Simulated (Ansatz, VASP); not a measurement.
# Cross-check of Zn2CoS2O between VASP and Ansatz, part 2 of 2

One calculation is typed for both programs; each brings its own data sets. How far apart do they land? The cell is taken from a series of runs on this material, whose earlier steps may have relaxed, scaled, displaced or heated it; both programs get it as it stands.

VASP 6.6.1 and Ansatz 0.2.0.

So far: The structure; Ansatz: relaxation of cell and atoms, PBEsol.

## Step 3: VASP: relaxation of cell and atoms, PBEsol

Level of this step: PBEsol, spin-polarised from a ferromagnetic start; plane waves and PAW (Zn, Co, S, O) (VASP).

The same cell, functional, mesh and smearing now go to VASP, with its own data sets.

Lines of VASP's logs that name or quote its potential files are left out, and so is its time.

File INCAR:

```
SYSTEM = Zn2CoS2O
PREC = Accurate
ENCUT = 600
EDIFF = 1E-07
NELM = 200
ISMEAR = -1
SIGMA = 0.05
LREAL = .FALSE.
ALGO = Normal
GGA = PS
NBANDS = 36
ISPIN = 2
MAGMOM = 0.01 0.02 2.34 0.02 0.08 0.23
LASPH = .TRUE.
LMAXMIX = 4
LORBIT = 11
LWAVE = .FALSE.
LCHARG = .FALSE.
ISIF = 3
IBRION = 2
NSW = 80
EDIFFG = -0.005
GGA_COMPAT = .FALSE.
NELMIN = 4
KPAR = 2
```

File POSCAR:

```
Zn2CoS2O
1.0
    3.5610000000      0.0000000000      0.0000000000
   -1.7805000000      3.0839160000      0.0000000000
    0.0000000000      0.0000000000      8.8910000000
Zn Co S O
2 1 2 1
Direct
    0.3333333333      0.6666666667      0.6790999888
    0.6666666667      0.3333333333      0.3252999663
    0.0000000000      0.0000000000      0.9908000225
    0.6666666667      0.3333333333      0.5766000450
    0.0000000000      0.0000000000      0.2440000000
    0.3333333333      0.6666666667      0.9219000112
```

File KPOINTS:

```
Automatic mesh
0
Gamma
9 9 3
0 0 0
```

Potentials, in the order of the species: Zn, Co, S and O (PBE family, release 64).

Launch:

```console
$ mpirun -np 2 vasp_std
```

Numbers of over 12 decimals in the logs are rounded to 6 here.

The program printed:

```text
[banner, memory and clock lines left out]
running    2 mpi-ranks, on    1 nodes
 distrk:  each k-point on    1 cores,    2 groups
 distr:  one band on    1 cores,    1 groups

 POSCAR found type information on POSCAR ZnCoS O
 POSCAR found :  4 types and       6 ions
|                                                                             |
|               ----> ADVICE to this user running VASP <----                  |
|                                                                             |
|     You enforced a specific xc type in the INCAR file but a different       |
|     [... a line on the potential file left out ...]
|     I HOPE YOU KNOW WHAT YOU ARE DOING!                                     |
|                                                                             |

 LDA part: xc-table for (Slater+PW92), standard interpolation
 POSCAR, INCAR and KPOINTS ok, starting setup
 FFT: planning ... GRIDC
 FFT: planning ... GRID_SOFT
 FFT: planning ... GRID
 WAVECAR not read
 entering main loop
       N       E                     dE             d eps       ncg     rms          rms(c)
DAV:   1     0.450513947976E+03    0.45051E+03   -0.24776E+04  4464   0.187E+03
DAV:   2     0.325302967483E+02   -0.41798E+03   -0.39237E+03  4480   0.424E+02
DAV:   3    -0.289884169535E+02   -0.61519E+02   -0.59436E+02  5044   0.157E+02
DAV:   4    -0.318345334160E+02   -0.28461E+01   -0.28237E+01  5460   0.344E+01
DAV:   5    -0.318977887989E+02   -0.63255E-01   -0.63199E-01  5768   0.528E+00    0.211E+01
DAV:   6    -0.340865883615E+02   -0.21888E+01   -0.40905E+01  6220   0.921E+01    0.368E+01
DAV:   7    -0.278375828518E+02    0.62490E+01   -0.17320E+01  5628   0.104E+02    0.112E+01
DAV:   8    -0.281541177249E+02   -0.31653E+00   -0.37306E+00  5308   0.168E+01    0.564E+00
DAV:   9    -0.279845694599E+02    0.16955E+00   -0.45758E-01  6216   0.109E+01    0.183E+00
DAV:  10    -0.280366175296E+02   -0.52048E-01   -0.13749E-01  5760   0.304E+00    0.139E+00
DAV:  11    -0.280220906690E+02    0.14527E-01   -0.15465E-02  6620   0.190E+00    0.810E-01
DAV:  12    -0.280149895016E+02    0.71012E-02   -0.84318E-03  6396   0.124E+00    0.350E-01
DAV:  13    -0.280162080017E+02   -0.12185E-02   -0.29428E-03  5864   0.553E-01    0.205E-01
DAV:  14    -0.280158566933E+02    0.35131E-03   -0.38350E-04  6268   0.342E-01    0.943E-02
DAV:  15    -0.280158860446E+02   -0.29351E-04   -0.21732E-04  6064   0.132E-01    0.626E-02
DAV:  16    -0.280158992004E+02   -0.13156E-04   -0.66337E-05  6012   0.803E-02    0.363E-02
DAV:  17    -0.280158938934E+02    0.53070E-05   -0.14703E-05  5688   0.739E-02    0.184E-02
DAV:  18    -0.280158938291E+02    0.64296E-07   -0.62859E-06  6236   0.331E-02    0.703E-03
DAV:  19    -0.280158940387E+02   -0.20961E-06   -0.26197E-06  6288   0.154E-02    0.274E-03
DAV:  20    -0.280158941010E+02   -0.62260E-07   -0.32107E-07  4680   0.504E-03
   1 F= -.28015894E+02 E0= -.28011741E+02  d E =-.280159E+02  mag=     2.9997
[... from here on, the cycles between the ionic steps are left out ...]
   2 F= -.28233121E+02 E0= -.28228868E+02  d E =-.217227E+00  mag=     2.9998
   7 F= -.28404391E+02 E0= -.28394044E+02  d E =-.198318E-01  mag=     2.9973
   8 F= -.28407858E+02 E0= -.28396888E+02  d E =-.346711E-02  mag=     2.9965
   9 F= -.28408111E+02 E0= -.28396945E+02  d E =-.372008E-02  mag=     2.9962
  10 F= -.28409056E+02 E0= -.28397825E+02  d E =-.945233E-03  mag=     2.9955
  11 F= -.28409310E+02 E0= -.28398028E+02  d E =-.119954E-02  mag=     2.9948
  12 F= -.28409365E+02 E0= -.28397999E+02  d E =-.546503E-04  mag=     2.9943
  13 F= -.28409390E+02 E0= -.28398050E+02  d E =-.795059E-04  mag=     2.9945
  14 F= -.28409390E+02 E0= -.28398050E+02  d E =-.795336E-04  mag=     2.9945
 curvature:  -0.51 expect dE=-0.338E-05 dE for cont linesearch -0.765E-07
 ZBRENT: accuracy reached
 trial: gam= 0.00831 g(F)=  0.647E-05 g(S)=  0.171E-06 ort = 0.570E-05 (trialstep = 0.126E+01)
 search vector abs. value=  0.675E-05
 bond charge predicted
       N       E                     dE             d eps       ncg     rms          rms(c)
DAV:   1    -0.284093868990E+02    0.28459E-05   -0.18728E-03  4480   0.239E-01    0.210E-02
DAV:   2    -0.284093932450E+02   -0.63460E-05   -0.69225E-05  5356   0.651E-02    0.123E-02
DAV:   3    -0.284093935181E+02   -0.27315E-06   -0.36737E-06  5700   0.262E-02    0.783E-03
DAV:   4    -0.284093933745E+02    0.14366E-06   -0.58562E-07  5108   0.124E-02    0.481E-03
DAV:   5    -0.284093932436E+02    0.13088E-06   -0.32312E-07  4192   0.102E-02    0.232E-03
DAV:   6    -0.284093932445E+02   -0.86402E-09   -0.13785E-07  2524   0.438E-03
  15 F= -.28409393E+02 E0= -.28398048E+02  d E =-.358346E-05  mag=     2.9946
 trial-energy change:   -0.000004  1 .order   -0.000004   -0.000008    0.000001
 step:   1.1082(harm=  1.1082)  dis= 0.00034  next Energy=   -28.409393 (dE=-0.371E-05)
 reached required accuracy - stopping structural energy minimisation
```

Parts of OUTCAR (step 3):

```text
ion  position               nearest neighbor table
   1  0.333  0.667  0.679-   6 2.16   4 2.25   4 2.25   4 2.25
   2  0.667  0.333  0.325-   5 2.18   5 2.18   5 2.18   4 2.23
   3  0.000  0.000  0.991-   6 2.15   6 2.15   6 2.15   5 2.25
   4  0.667  0.333  0.577-   2 2.23   1 2.25   1 2.25   1 2.25
   5  0.000  0.000  0.244-   2 2.18   2 2.18   2 2.18   3 2.25
   6  0.333  0.667  0.922-   3 2.15   3 2.15   3 2.15   1 2.16

  LATTYP: Found a hexagonal cell.
 ALAT       =     3.5610000000
 C/A-ratio  =     2.4967705701

 Subroutine GETGRP returns: Found  6 space group operations
 (whereof  6 operations were pure point group operations)

The static configuration has the point symmetry C_3v.

 Found     31 irreducible k-points:

   k-points           NKPTS =     31   k-points in BZ     NKDIM =     31   number of bands    NBANDS=     36

   dimension x,y,z NGX =    28 NGY =   28 NGZ =   72
   dimension x,y,z NGXF=    56 NGYF=   56 NGZF=  144

   ENCUT  =  600.0 eV  44.10 Ry    6.64 a.u.   7.11  7.11 17.76*2*pi/ulx,y,z

   NELECT =      51.0000    total number of electrons

 k-points in reciprocal lattice and weights: Automatic mesh
   0.00000000  0.00000000  0.00000000       0.004
   0.11111111 -0.00000000  0.00000000       0.025
   0.22222222 -0.00000000  0.00000000       0.025
   0.33333333 -0.00000000  0.00000000       0.025
   0.44444444 -0.00000000  0.00000000       0.025
   0.11111111  0.11111111  0.00000000       0.025
   0.22222222  0.11111111  0.00000000       0.049
   0.33333333  0.11111111  0.00000000       0.049
   0.44444444  0.11111111  0.00000000       0.025
[...]
-0.22222222 -0.44444444  0.33333333       0.049
   0.33333333  0.33333333  0.33333333       0.016

 average (electrostatic) potential at core
       1 -34.9451       2 -35.1308       3 -84.9205       4 -87.6908       5 -87.6583
       6 -71.7947

 E-fermi :   3.5978

 spin component 1
 k-point     1 :       0.0000    0.0000    0.0000
  band No.  band energies     occupation
    ...
     23       2.9252      1.00000
     24       2.9252      1.00000
     25       3.1010      0.99995
     26       3.5223      0.81913
     27       3.5223      0.81913
     28       4.4345      0.00000
     29       7.6094      0.00000
     30       7.6942      0.00000
     31      10.1445      0.00000
     32      10.4154      0.00000
    ...

 k-point     2 :       0.1111   -0.0000    0.0000
  band No.  band energies     occupation
    ...
     23       2.5504      1.00000
     24       2.7818      1.00000
     25       2.8870      1.00000
     26       3.0764      0.99997
     27       3.3599      0.99149
     28       4.9942      0.00000
     29       8.1803      0.00000
     30       8.2661      0.00000
     31       9.6900      0.00000
     32      10.2261      0.00000
    ...

 k-point     3 :       0.2222   -0.0000    0.0000
  band No.  band energies     occupation
    ...
     23       2.0215      1.00000
     24       2.1731      1.00000
     25       2.6710      1.00000
     26       2.9290      1.00000
     27       2.9943      0.99999
     28       5.8895      0.00000
     29       8.2138      0.00000
     30       8.6725      0.00000
     31       8.8521      0.00000
     32       9.8939      0.00000
    ...

 k-point     4 :       0.3333   -0.0000    0.0000
  band No.  band energies     occupation
    ...
     23       1.5709      1.00000
     24       1.9013      1.00000
     25       2.3494      1.00000
     26       2.6573      1.00000
     27       2.7113      1.00000
     28       6.6480      0.00000
     29       7.5247      0.00000
     30       8.2067      0.00000
     31       8.4104      0.00000
     32       9.5123      0.00000
    ...

 k-point     5 :       0.4444   -0.0000    0.0000
  band No.  band energies     occupation
    ...
     23       1.3414      1.00000
     24       1.8674      1.00000
     25       2.0915      1.00000
     26       2.4797      1.00000
     27       2.5403      1.00000
     28       6.5194      0.00000
     29       7.4990      0.00000
     30       7.7684      0.00000
     31       8.5718      0.00000
     32       9.4236      0.00000
    ...

 k-point     6 :       0.1111    0.1111    0.0000
  band No.  band energies     occupation
    ...
     23       2.1559      1.00000
     24       2.4944      1.00000
     25       2.5424      1.00000
     26       2.8506      1.00000
     27       3.1486      0.99987
     28       5.6660      0.00000
     29       8.6831      0.00000
     30       8.9490      0.00000
     31       9.2244      0.00000
     32       9.6888      0.00000
    ...

  Total       -0.0070876     -0.0070876     -0.0017593     -0.0000000      0.0000000      0.0000000
  in kB       -0.1168175     -0.1168175     -0.0289971     -0.0000000      0.0000000      0.0000000
  external PRESSURE =      -0.0875440 kB  Pullay stress =       0.0000000 kB

  energy-cutoff  :      600.00
  volume of cell :       97.21
      direct lattice vectors                 reciprocal lattice vectors
     3.575240873  0.000000000  0.000000000     0.279701434  0.161485723 -0.000000000
    -1.787620436  3.096248954  0.000000000    -0.000000000  0.322971445 -0.000000000
     0.000000000  0.000000000  8.781314513    -0.000000000 -0.000000000  0.113878167

 POSITION                                       TOTAL-FORCE (eV/Angst)
 -----------------------------------------------------------------------------------
     -0.00000      2.06417      6.12941        -0.000000      0.000000      0.002557
      1.78762      1.03208      2.90836         0.000000     -0.000000     -0.001171
     -0.00000      0.00000      8.52594         0.000000      0.000000      0.000487
      1.78762      1.03208      5.20121        -0.000000     -0.000000     -0.001623
     -0.00000      0.00000      1.97873         0.000000      0.000000      0.000698
     -0.00000      2.06417      8.07828         0.000000      0.000000     -0.000948
 -----------------------------------------------------------------------------------
    total drift:                                0.000000     -0.000014     -0.000420

  FREE ENERGIE OF THE ION-ELECTRON SYSTEM (eV)
  ---------------------------------------------------
  free  energy   TOTEN  =       -28.4093932445 eV

  energy  without entropy=      -28.3867034591  energy(sigma->0) =      -28.39804835

 reached required accuracy - stopping structural energy minimisation

 total charge
# of ion       s       p       d       tot
------------------------------------------
    1        0.543   0.575   9.834  10.951
    2        0.558   0.564   9.806  10.927
    3        0.319   0.328   7.124   7.771
    4        1.309   2.452   0.000   3.762
    5        1.312   2.442   0.000   3.753
    6        1.545   3.357   0.000   4.902
--------------------------------------------------
tot          5.586   9.717  26.763  42.065

 magnetization (x)
# of ion       s       p       d       tot
------------------------------------------
    1        0.000   0.001   0.013   0.014
    2        0.001   0.008   0.012   0.021
    3        0.017   0.040   2.392   2.450
    4        0.002   0.020   0.000   0.022
    5        0.008   0.073   0.000   0.081
    6        0.014   0.209   0.000   0.223
--------------------------------------------------
tot          0.042   0.351   2.417   2.810

[... 6 further parts left out ...]
```

The cell holds one magnetic atom, so no antiferromagnetic order fits into it. The run keeps the 6 symmetry operations of its start, so it cannot find a distortion of lower symmetry.

## Step 4: Comparison

Known differences besides the potentials themselves: VASP starts from the moments at which Ansatz ended; the data sets hold 59 valence electrons in Ansatz (on its PAW soft_1 files) and 51 in VASP; the cutoff is 420 eV in Ansatz and 600 eV in VASP; Ansatz makes its cores anew for this functional, VASP keeps those of its PBE data sets; Ansatz adds a Pulay correction to the stress that steers its cell, VASP none; site moments are counted in spheres of each program's own size. Total energies have different zeros and are not compared.

The two programs side by side:

| quantity | Ansatz | VASP | difference |
| --- | --- | --- | --- |
| volume (Å³) | 97.10 | 97.21 | -0.11 % |
| edge a after relaxation, in the typed setting (Å) | 3.575 | 3.575 | -0.01 % |
| edge c after relaxation, in the typed setting (Å) | 8.774 | 8.781 | -0.08 % |
| total moment (μB) | 3.00 | 2.99 | 0.00 |
| moment on Co3 (μB) | 2.34 | 2.45 | -0.11 |
| moment on O6 (μB) | 0.23 | 0.22 | +0.01 |
| moment on S5 (μB) | 0.08 | 0.08 | 0.00 |

## Step 5: What came out

```
difference in volume (relaxation of cell and atoms, PBEsol) : -0.11 %
```

What this shows: The difference in volume is -0.11 % (relaxation of cell and atoms, PBEsol), within the 1.2 % picked in this series as the mark of a large difference, as far as the stopping tolerances let one tell. The data sets hold unlike numbers of valence electrons (59 in Ansatz and 51 in VASP), so part of the differences comes from the potentials. Such differences can come from data sets, numerical settings and the points named under the comparisons, not from the functional's error against experiment.

[Lines on the potential files, build, host, timing and source positions are cut from VASP's logs without a mark.]

[Logs are printed without paths, hosts, clocks, repeated set-up lines and the standing remarks that a program may print on its own settings, such as how far it seeks lower states.]

[Hosts, paths, dates, database ids (printed as entryN), source tags and the programs' standing remarks are cut or masked in the printed files.]
